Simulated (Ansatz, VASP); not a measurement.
# AlSi6P: VASP beside Ansatz

Wanted: the spread between two codes on one cell, functional and k mesh. The cell is generated by rule, not measured, and may not be a known phase. The cell is taken from a series of runs on this material, whose earlier steps may have relaxed, scaled, displaced or heated it; both programs get it as it stands.

Program: Ansatz 0.2.0. Level of theory: plane waves, with VASP 6.6.1 beside it; relaxation of cell and atoms at PBE. Results are calculated unless marked as measured.

The structure was built from a prototype and need not be the compound's stable phase.

## 1. The structure

It takes space group Pmm2 (No. 25, orthorhombic). The conventional cell has a = 3.883 Å, b = 3.884 Å, c = 10.982 Å, α = 90.00°, β = 90.00°, γ = 90.00°. Nearest to Al lie 2 P at 2.42 Å and 2 Si at 2.42 Å. Nearest to P lie 2 Si at 2.35 Å and 2 Al at 2.42 Å. Nearest to Si lie 2 P at 2.35 Å and 2 Si at 2.36 Å. Nearest to Si lie 4 Si at 2.36 to 2.37 Å. Nearest to Si lie 4 Si at 2.37 Å. Si has 4 Si at 2.37 to 2.38 Å nearest. Farther neighbours are not listed.

## 2. Ansatz: relaxation of cell and atoms, PBE, pair 1

Ansatz runs on its default PAW (the set named soft_2) files.

The relaxed volume is the usual yardstick between codes: in a stiff, nearly cubic crystal its relative difference is about their pressure difference at one cell divided by the bulk modulus.

The input, input.yaml:

```yaml
crystal:
  lattice:
    - [2.7465280684, 2.7465280684, 0.0]
    - [-2.7458134954, 2.7458134954, 0.0]
    - [0.0, 0.0, 10.9824586284]
  atoms:
    - { symbol: Al, position: [0.0, 0.0, 0.0016821154] }
    - { symbol: P, position: [0.5, 1.0, 0.1327564284] }
    - { symbol: Si, position: [0.5, 0.5, 0.2525650028] }
    - { symbol: Si, position: [0.0, 0.5, 0.3747203018] }
    - { symbol: Si, position: [0.0, 0.0, 0.4986700577] }
    - { symbol: Si, position: [0.5, 1.0, 0.6225106061] }
    - { symbol: Si, position: [0.5, 0.5, 0.7474076129] }
    - { symbol: Si, position: [0.0, 0.5, 0.8696878748] }
kpoints:
  mp_grid: { grid: [8, 8, 4] }
hamiltonian:
  xc: pbe
scf:
  occupations: { method: gaussian, width: 0.1 }
output:
  forces: true
  stress: true
  eigenvalues: true
  write_density: true
  write_potential: true
  elf: true
  volumetric_format: npy
relax:
  adjacent_minimum: "off"
  f_tol: 0.005
  max_steps: 80
  cell: { stress_tol: 0.05 }
```

Started as:

```bash
> ansatz run input.yaml --threads 8 --pin off --max-ram 14336MiB --backend cpu --events-out ev --progress --plain --runs-dir out
```

Numbers of over 12 decimals in the logs are rounded to 6 here.

The log of the run:

```text
Engine: ansatz 0.2.0, x86_64-unknown-linux-gnu
Pseudopotentials: kind: paw
Pseudopotential: Al, paw, valence charge 3, recommended cutoff 420 eV (normal), Al.paw.azcp
Pseudopotential: P, paw, valence charge 5, recommended cutoff 420 eV (normal), P.paw.azcp
Pseudopotential: Si, paw, valence charge 4, recommended cutoff 420 eV (normal), Si.paw.azcp
Functional definition: PBE
  parameter kappa = 0.804
  parameter beta = 0.066725
  exchange = pbe_x(kappa = kappa, mu = beta*pi^2/3)
  correlation = pbe_c(beta = beta)
Crystal: 8 atoms, lattice volume = 165.647 Å³
Basis set: ecut = 420 eV, 3293 PW (Γ), exchange–correlation on 54×54×150 points (8 copies of the dense FFT grid, shifted against one another)
Bands: 24, of which v1, the nominal top of the filled ones, is band 16 counted from 1 (15 counted from 0)
Symmetry: 4 space group operations
Space group: Pmm2 (ITA 25), of the structure as read, at distance tolerance 5.5e-5 Å
k-points: 75 of 256 (time reversal used)
Non-local potential: Al, projectors of the file, l = 0: 2, l = 1: 2, l = 2: 1
Non-local potential: P, projectors of the file, l = 0: 2, l = 1: 2, l = 2: 2
Non-local potential: Si, projectors of the file, l = 0: 2, l = 1: 2, l = 2: 2
PAW form: soft (Blöchl's): semilocal exchange-correlation on the pseudo side does not see the compensation charge
PAW one-centre angular grid: Al, 110 points (default); XC on 64 Gauss nodes
PAW one-centre angular grid: P, 110 points (default); XC on 64 Gauss nodes
PAW one-centre angular grid: Si, 110 points (default); XC on 64 Gauss nodes
Initial density: superposition of atomic densities (neutral atoms: chi_scale 0, normalization atom), corrected by the library's trained network
Initial wavefunctions: pseudopotential atomic-orbital guess
Functional: x = pbe(κ = 0.804, μ = 0.219515), c = pbe(β = 0.066725)
SCF iter   1: F=—  HF=-5108.396585 eV  |F-HF|=—  |Δ(HF+E_count)|=         —  Δρ=2.40e-3  dr2=7.04e-2  ethr=1.77e-3  ⟨swp⟩=8.5  Hψ=11766  notcnv=0
preconditioner: auto → Kerker (q_TF=auto, 2.074 Å⁻¹)  [metal: Δε(μ)=0.053 eV  Ē_g=7.846 eV  σ=0.100 eV  W_gap=0.27  n_scr=26 (ndim 8)  ℏωp=16.3 eV  f_vac=0.000  D(μ)=1.09/eV (n_scr^D=2)]
SCF iter   2: F=—  HF=-5108.391330 eV  |F-HF|=—  |Δ(HF+E_count)|=   5.26e-3  Δρ=1.18e-3  dr2=1.92e-2  ethr=2.20e-4  ⟨swp⟩=1.6  Hψ=2618  notcnv=0  defer=9
SCF iter   3: F=—  HF=-5108.389479 eV  |F-HF|=—  |Δ(HF+E_count)|=   1.85e-3  Δρ=4.01e-4  dr2=2.45e-3  ethr=6.01e-5  ⟨swp⟩=1.9  Hψ=1905  notcnv=0  defer=9
SCF iter   4: F=—  HF=-5108.389269 eV  |F-HF|=—  |Δ(HF+E_count)|=   2.10e-4  Δρ=1.49e-4  dr2=2.80e-4  ethr=7.66e-6  ⟨swp⟩=2.3  Hψ=2187  notcnv=0  defer=9
SCF iter   5: F=—  HF=-5108.389258 eV  |F-HF|=—  |Δ(HF+E_count)|=   1.13e-5  Δρ=5.87e-5  dr2=1.97e-5  ethr=8.76e-7  ⟨swp⟩=2.4  Hψ=2362  notcnv=0  defer=9
SCF iter   6: F=—  HF=-5108.389300 eV  |F-HF|=—  |Δ(HF+E_count)|=   4.21e-5  Δρ=1.64e-5  dr2=1.29e-6  ethr=6.15e-8  ⟨swp⟩=2.6  Hψ=2892  notcnv=0  defer=12
SCF iter   7: F=-5108.389300 eV  HF=-5108.389300 eV  |F-HF|=4.12e-9  |Δ(HF+E_count)|=   4.46e-7  Δρ=4.69e-6  dr2=9.56e-8  ethr=3.13e-10  ⟨swp⟩=15.3  Hψ=16726  notcnv=0
SCF 1 converged in 7 iterations: F = -5108.389300 eV  dr2 = 9.56e-8
  greatest PAW one-centre occupation: 0.783 electrons in one spin orbital (limit 2), on the P atom at site 1 (counted from 0), in its partial waves of l = 0
relax step   1: F+E_penalty+E_count = -5108.38930039 eV  Δ(F+E_penalty+E_count) = +0.000e0 eV  max|allowed force component| = 3.778e-2 eV/Å  Δτ_max = 0.0000 Å  P = -0.073 GPa  Ω = 165.647 Å³  (7 SCF iters, dr2 threshold 1.00e-7 eV, accepted)
[...]
relax step   2: F+E_penalty+E_count = -5108.38957982 eV  Δ(F+E_penalty+E_count) = -2.794e-4 eV  max|allowed force component| = 6.937e-3 eV/Å  Δτ_max = 0.0048 Å  P = -0.010 GPa  Ω = 165.530 Å³  energy of the carried Pulay correction = +1.732e-5 eV  (5 SCF iters, dr2 threshold 8.92e-8 eV, accepted)
[...]
relax step   3: F+E_penalty+E_count = -5108.38962042 eV  Δ(F+E_penalty+E_count) = -4.060e-5 eV  max|allowed force component| = 3.163e-3 eV/Å  Δτ_max = 0.0007 Å  P = -0.002 GPa  Ω = 165.514 Å³  energy of the carried Pulay correction = +1.960e-5 eV  (5 SCF iters, dr2 threshold 8.16e-9 eV, accepted)
[...]
relax step   4: F+E_penalty+E_count = -5108.38959890 eV  Δ(F+E_penalty+E_count) = +2.152e-5 eV  max|allowed force component| = 3.151e-3 eV/Å  Δτ_max = 0.0000 Å  P = -0.002 GPa  Ω = 165.514 Å³  stress off target by 9.79e-3 GPa  SCF on the basis re-selected at this cell (its energy is not comparable with the rows above)  (7 SCF iters)
basis re-selected at this cell: Δ(F+E_penalty+E_count) = +2.152e-5 eV, ΔP = -0.000 GPa vs the last step (what re-selecting the basis moved, of the pressure what is left beyond the Pulay correction that the steps carried, after the strain that the cell walked since its last selection, with what the two solves' SCF thresholds leave and, on support functions, any second-order correction that the steps lacked; it is no m [...]
SCF converged after 7 iterations
Free energy (F): -5108.389599 eV
Harris-Foulkes:  -5108.389599 eV  (|F-HF|=1.55e-11)
Internal energy: -5108.381554 eV  (E = F + TS)
E sigma→0 (E₀):  -5108.385576 eV
Entropy (-TS):   -0.008045 eV (-1.006 meV/atom)
Fermi energy:    6.340344 eV
--- Per-component energies (eV) ---
  E_band       = 25.100957
  E_kinetic    = 332.433482
  E_local      = -263.513056  (includes V_loc(G=0)·N_el)
  E_nonlocal   = 199.700562
  E_hartree    = 75.376116
  E_xc         = -430.935452
  E_vxc        = -368.242251  (∫ρ·V_xc dr)
  E_paw        = -4113.359814  (= ΣΔE_a)
  E_vpaw       = -26.030082  (= ΣTr[D̂ρ^β])
  E_aug_tail   = 0.000038  (compensation charges beyond the density's cutoff)
  E_ewald      = -908.083430
  E_smearing   = -0.008045  (= −TS)
  E_closure    = 0.000000  (closes the sum)
  Σ components = -5108.389599   (vs F -5108.389599, Δ=0.00e0)
--- Forces (eV/Å), atoms counted from 1 ---
  atom   1  Al     0.00000000     0.00000000    -0.00315099
  atom   2  P     -0.00000000     0.00000000     0.00224015
  atom   3  Si     0.00000000     0.00000000    -0.00063905
  atom   4  Si     0.00000000    -0.00000000     0.00068340
  atom   5  Si     0.00000000     0.00000000    -0.00082238
  atom   6  Si     0.00000000    -0.00000000     0.00045021
  atom   7  Si     0.00000000     0.00000000    -0.00089856
  atom   8  Si     0.00000000    -0.00000000     0.00214068
  max |Σ_I F_I| component: 3.45e-6 eV/Å
--- Stress (GPa, compression-positive) ---
       -0.001713       0.008081      -0.000000
        0.008081      -0.001713       0.000000
       -0.000000       0.000000      -0.003191
  P = ⅓ Tr σ = -0.0022 GPa (-0.022 kbar)
--- Band table (eV; the first three rows and the last of 75) ---
  k-point 0: bands = [... 12 lower, 4.4551, 5.6513, 5.6695, 6.0652, 6.4383, 6.5609, 6.9640, 7.2688, ... 4 higher]
  k-point 1: bands = [... 12 lower, 4.5624, 5.2030, 5.4893, 6.1484, 6.2552, 6.5378, 7.0352, 7.4021, ... 4 higher]
  k-point 2: bands = [... 12 lower, 4.6758, 4.7776, 5.2264, 6.0815, 6.1908, 6.4861, 7.1773, 7.5524, ... 4 higher]
  k-point 74: bands = [... 12 lower, 2.5974, 2.7601, 3.0899, 3.3485, 7.4753, 7.5262, 7.7359, 7.7542, ... 4 higher]
--- Relaxed structure (3 steps of the walk, 3 accepted, 1 SCFs on fresh bases) ---
  F+E_penalty+E_count = -5108.38959890 eV   max|allowed force component| = 3.151e-3 eV/Å   (the final SCF, on the basis selected at the relaxed cell)
  cell:  # Å, volume = 165.5141 Å³
    - [2.743053, 2.743053, 0]
    - [-2.746065, 2.746065, 0]
    - [0, 0, 10.986518]
  atoms:
    - { symbol: Al, position: [0, 0, 0.00126109] }
    - { symbol: P, position: [0.5, 1.0, 0.132663] }
    - { symbol: Si, position: [0.5, 0.5, 0.252361] }
    - { symbol: Si, position: [0, 0.5, 0.375028] }
    - { symbol: Si, position: [0, 0, 0.498829] }
    - { symbol: Si, position: [0.5, 1.0, 0.622808] }
    - { symbol: Si, position: [0.5, 0.5, 0.747331] }
    - { symbol: Si, position: [0, 0.5, 0.869719] }
```

## 3. VASP: relaxation of cell and atoms, PBE, pair 1

The same cell, functional, mesh and smearing now go to VASP, with its own data sets.

Lines of VASP's logs that name or quote its potential files are left out, and so is its time.

The input, INCAR:

```
SYSTEM = AlSi6P
PREC = Accurate
ENCUT = 500
EDIFF = 1E-07
NELM = 120
ISMEAR = 0
SIGMA = 0.1
LREAL = .FALSE.
ALGO = Normal
GGA = PE
NBANDS = 24
LORBIT = 11
LWAVE = .FALSE.
LCHARG = .FALSE.
ISIF = 3
IBRION = 2
NSW = 80
EDIFFG = -0.005
LASPH = .TRUE.
GGA_COMPAT = .FALSE.
NELMIN = 4
KPAR = 2
```

The input, POSCAR:

```
AlSi6P
1.0
    2.7465280000      2.7465280000      0.0000000000
   -2.7458130000      2.7458130000      0.0000000000
    0.0000000000      0.0000000000     10.9824590000
Al P Si
1 1 6
Direct
    0.0000000000      0.0000000000      0.0016821369
    0.5000001820      0.0000001821      0.1327564255
    0.5000000000      0.5000001821      0.2525650221
    0.0000000000      0.5000001821      0.3747202698
    0.0000000000      0.0000000000      0.4986700155
    0.5000001820      0.0000001821      0.6225105871
    0.5000000000      0.5000001821      0.7474075706
    0.0000000000      0.5000001821      0.8696878358
```

The input, KPOINTS:

```
Automatic mesh
0
Gamma
8 8 4
0 0 0
```

PAW data sets: Al, P and Si (PBE family, release 64).

Started as:

```bash
> mpirun -np 2 vasp_std
```

The log of the run:

```text
[banner, memory and clock lines left out]
running    2 mpi-ranks, on    1 nodes
 distrk:  each k-point on    1 cores,    2 groups
 distr:  one band on    1 cores,    1 groups

 POSCAR found type information on POSCAR AlP Si
 POSCAR found :  3 types and       8 ions
 LDA part: xc-table for (Slater+PW92), standard interpolation
 POSCAR, INCAR and KPOINTS ok, starting setup
 FFT: planning ... GRIDC
 FFT: planning ... GRID_SOFT
 FFT: planning ... GRID
 WAVECAR not read
 entering main loop
       N       E                     dE             d eps       ncg     rms          rms(c)
DAV:   1     0.749164973423E+02    0.74916E+02   -0.11627E+04  3600   0.104E+03
DAV:   2    -0.370549612325E+02   -0.11197E+03   -0.10472E+03  4872   0.157E+02
DAV:   3    -0.428158514968E+02   -0.57609E+01   -0.56577E+01  4776   0.338E+01
DAV:   4    -0.429202602868E+02   -0.10441E+00   -0.10420E+00  4464   0.574E+00
DAV:   5    -0.429230392770E+02   -0.27790E-02   -0.27778E-02  4784   0.872E-01    0.935E+00
DAV:   6    -0.422029447977E+02    0.72009E+00   -0.59437E-01  4544   0.415E+00    0.576E+00
DAV:   7    -0.420498262556E+02    0.15312E+00   -0.91678E-01  4784   0.427E+00    0.128E+00
DAV:   8    -0.420151077189E+02    0.34719E-01   -0.18941E-01  4392   0.275E+00    0.903E-01
DAV:   9    -0.420115735468E+02    0.35342E-02   -0.29435E-02  4408   0.120E+00    0.326E-01
DAV:  10    -0.420118964385E+02   -0.32289E-03   -0.79292E-03  4488   0.425E-01    0.180E-01
DAV:  11    -0.420119329347E+02   -0.36496E-04   -0.59348E-04  4680   0.122E-01    0.980E-02
DAV:  12    -0.420119085216E+02    0.24413E-04   -0.65928E-04  4640   0.150E-01    0.325E-02
DAV:  13    -0.420119464207E+02   -0.37899E-04   -0.23687E-04  4336   0.776E-02    0.370E-02
DAV:  14    -0.420119485304E+02   -0.21097E-05   -0.10380E-05  4672   0.156E-02    0.181E-02
DAV:  15    -0.420119408290E+02    0.77014E-05   -0.15830E-05  4552   0.242E-02    0.282E-03
DAV:  16    -0.420119412198E+02   -0.39074E-06   -0.41660E-06  4336   0.952E-03    0.213E-03
DAV:  17    -0.420119412770E+02   -0.57251E-07   -0.83091E-08  3296   0.165E-03
   1 F= -.42011941E+02 E0= -.42007852E+02  d E =-.420119E+02
[... from here on, the cycles between the ionic steps are left out ...]
   2 F= -.42012229E+02 E0= -.42008186E+02  d E =-.288207E-03
   3 F= -.42012255E+02 E0= -.42008202E+02  d E =-.314109E-03
   4 F= -.42012330E+02 E0= -.42008286E+02  d E =-.743275E-04
   5 F= -.42012346E+02 E0= -.42008310E+02  d E =-.906639E-04
   6 F= -.42012346E+02 E0= -.42008310E+02  d E =-.908977E-04
   7 F= -.42012355E+02 E0= -.42008330E+02  d E =-.868237E-05
   8 F= -.42012355E+02 E0= -.42008329E+02  d E =-.875011E-05
 curvature:  -0.51 expect dE=-0.410E-05 dE for cont linesearch -0.259E-08
 trial: gam= 0.41574 g(F)=  0.612E-05 g(S)=  0.191E-05 ort = 0.327E-06 (trialstep = 0.109E+01)
 search vector abs. value=  0.120E-04
 bond charge predicted
       N       E                     dE             d eps       ncg     rms          rms(c)
DAV:   1    -0.420123612300E+02   -0.62167E-05   -0.15056E-04  3664   0.582E-02    0.712E-03
DAV:   2    -0.420123614540E+02   -0.22391E-06   -0.11387E-05  4648   0.186E-02    0.272E-03
DAV:   3    -0.420123615204E+02   -0.66414E-07   -0.81071E-07  4296   0.455E-03    0.170E-03
DAV:   4    -0.420123615786E+02   -0.58202E-07   -0.36518E-08  2552   0.108E-03
   9 F= -.42012362E+02 E0= -.42008349E+02  d E =-.654503E-05
 trial-energy change:   -0.000007  1 .order   -0.000006   -0.000009   -0.000004
 step:   1.9144(harm=  1.9144)  dis= 0.00054  next Energy=   -42.012363 (dE=-0.781E-05)
 reached required accuracy - stopping structural energy minimisation
```

Parts of OUTCAR (step 3):

```text
ion  position               nearest neighbor table
   1  0.000  0.000  0.002-   2 2.42   2 2.42   8 2.42   8 2.42
   2  0.500  0.000  0.133-   3 2.35   3 2.35   1 2.42   1 2.42
   3  0.500  0.500  0.253-   2 2.35   2 2.35   4 2.36   4 2.36
   4  0.000  0.500  0.375-   3 2.36   3 2.36   5 2.37   5 2.37
   5  0.000  0.000  0.499-   6 2.37   6 2.37   4 2.37   4 2.37
   6  0.500  0.000  0.623-   5 2.37   5 2.37   7 2.38   7 2.38
   7  0.500  0.500  0.747-   8 2.36   8 2.36   6 2.38   6 2.38
   8  0.000  0.500  0.870-   7 2.36   7 2.36   1 2.42   1 2.42

  LATTYP: Found a simple orthorhombic cell.
 ALAT       =     3.8831659843
 B/A-ratio  =     1.0002603965
 C/A-ratio  =     2.8282229099

 Subroutine GETGRP returns: Found  4 space group operations
 (whereof  4 operations were pure point group operations)

The static configuration has the point symmetry C_2v.

 Found     75 irreducible k-points:

   k-points           NKPTS =     75   k-points in BZ     NKDIM =     75   number of bands    NBANDS=     24

   dimension x,y,z NGX =    28 NGY =   28 NGZ =   80
   dimension x,y,z NGXF=    56 NGYF=   56 NGZF=  160

   ENCUT  =  500.0 eV  36.75 Ry    6.06 a.u.   7.08  7.08 20.02*2*pi/ulx,y,z

   NELECT =      32.0000    total number of electrons

 k-points in reciprocal lattice and weights: Automatic mesh
   0.00000000  0.00000000  0.00000000       0.004
   0.12500000  0.00000000  0.00000000       0.008
   0.25000000  0.00000000  0.00000000       0.008
   0.37500000  0.00000000  0.00000000       0.008
   0.50000000  0.00000000  0.00000000       0.004
   0.00000000  0.12500000  0.00000000       0.008
   0.12500000  0.12500000  0.00000000       0.016
   0.25000000  0.12500000  0.00000000       0.016
   0.37500000  0.12500000  0.00000000       0.016
[...]
0.37500000  0.50000000  0.50000000       0.008
   0.50000000  0.50000000  0.50000000       0.004

 average (electrostatic) potential at core
       1 -74.4740       2 -83.2933       3 -84.4852       4 -83.8190       5 -83.7362
       6 -83.5754       7 -83.5115       8 -82.9234

 E-fermi :   5.9446

 k-point     1 :       0.0000    0.0000    0.0000
  band No.  band energies     occupation
    ...
     12       3.8696      2.00000
     13       4.0581      2.00000
     14       5.2533      2.00000
     15       5.2736      2.00000
     16       5.6678      1.99991
     17       6.0420      0.16846
     18       6.1631      0.00200
     19       6.5698      0.00000
     20       6.8728      0.00000
     21       7.8953      0.00000
    ...

 k-point     2 :       0.1250    0.0000    0.0000
  band No.  band energies     occupation
    ...
     12       3.6037      2.00000
     13       4.1272      2.00000
     14       4.2936      2.00000
     15       4.8987      2.00000
     16       5.8905      1.55590
     17       6.0282      0.23723
     18       6.7516      0.00000
     19       7.3301      0.00000
     20       7.3773      0.00000
     21       8.0038      0.00000
    ...

 k-point     3 :       0.2500    0.0000    0.0000
  band No.  band energies     occupation
    ...
     12       3.4714      2.00000
     13       3.6770      2.00000
     14       4.0255      2.00000
     15       4.2897      2.00000
     16       5.9737      0.68077
     17       6.1298      0.00883
     18       7.1276      0.00000
     19       7.8226      0.00000
     20       8.2990      0.00000
     21       8.6753      0.00000
    ...

  Total       -0.0017313     -0.0017313     -0.0079264      0.0009522      0.0000000      0.0000000
  in kB       -0.0167764     -0.0167764     -0.0768064      0.0092269      0.0000000      0.0000000
  external PRESSURE =      -0.0367864 kB  Pullay stress =       0.0000000 kB

  energy-cutoff  :      500.00
  volume of cell :      165.34
      direct lattice vectors                 reciprocal lattice vectors
     2.742146644  2.742146644  0.000000000     0.182338899  0.182338899  0.000000000
    -2.744905492  2.744905492  0.000000000    -0.182155634  0.182155634  0.000000000
     0.000000000  0.000000000 10.983516250     0.000000000  0.000000000  0.091045525

 POSITION                                       TOTAL-FORCE (eV/Angst)
 -----------------------------------------------------------------------------------
     -0.00276      5.48705      0.01462        -0.000000     -0.000000     -0.002051
      1.37107      1.37107      1.45799         0.000000     -0.000000     -0.002372
     -0.00138      2.74353      2.77160        -0.000000     -0.000000     -0.000519
     -1.37245      1.37245      4.11871        -0.000000     -0.000000      0.001576
     -2.74491      2.74491      5.47825        -0.000000      0.000000      0.003400
      1.37107      1.37107      6.84025        -0.000000      0.000000     -0.000837
     -0.00138      2.74353      8.20809        -0.000000      0.000000      0.002789
     -1.37245      1.37245      9.55279        -0.000000     -0.000000     -0.001985
 -----------------------------------------------------------------------------------
    total drift:                                0.000096     -0.000398     -0.000051

  FREE ENERGIE OF THE ION-ELECTRON SYSTEM (eV)
  ---------------------------------------------------
  free  energy   TOTEN  =       -42.0123615786 eV

  energy  without entropy=      -42.0043367886  energy(sigma->0) =      -42.00834918

 reached required accuracy - stopping structural energy minimisation

 total charge
# of ion       s       p       d       tot
------------------------------------------
    1        0.418   0.391   0.000   0.809
    2        1.023   1.509   0.000   2.532
    3        0.754   0.866   0.000   1.621
    4        0.752   0.934   0.000   1.686
    5        0.751   0.924   0.000   1.675
    6        0.754   0.921   0.000   1.675
    7        0.750   0.915   0.000   1.665
    8        0.758   0.959   0.000   1.717
--------------------------------------------------
tot          5.961   7.419   0.000  13.380

[... 3 further parts left out ...]
```

CONTCAR:

```
AlSi6P
   1.00000000000000
     2.7421466444922107    2.7421466444922107    0.0000000000000000
    -2.7449054922978462    2.7449054922978462    0.0000000000000000
     0.0000000000000000    0.0000000000000000   10.9835162502241168
  Al              P               Si
     1     1     6
Direct
     1.0000000000000000    1.0000000000000000    0.0013307146196283
     0.5000001820000008    0.0000001821000026    0.1327437725355095
     0.5000000000000000    0.5000001821000026    0.2523421026298659
     0.0000000000000000    0.5000001821000026    0.3749902604741912
     0.0000000000000000    1.0000000000000000    0.4987699288888852
     0.5000001820000008    0.0000001821000026    0.6227743846983159
     0.5000000000000000    0.5000001821000026    0.7473095640526052
     0.0000000000000000    0.5000001821000026    0.8697391354009963
```

The run keeps the 4 symmetry operations of its start, so it cannot find a distortion of lower symmetry.

[end of part 1 of 2]

[Lines on the potential files, build, host, timing and source positions are cut from VASP's logs without a mark.]

[Logs are printed without paths, hosts, clocks, repeated set-up lines and the standing remarks that a program may print on its own settings, such as how far it seeks lower states.]

[Hosts, paths, dates, database ids (printed as entryN), source tags and the programs' standing remarks are cut or masked in the printed files.]
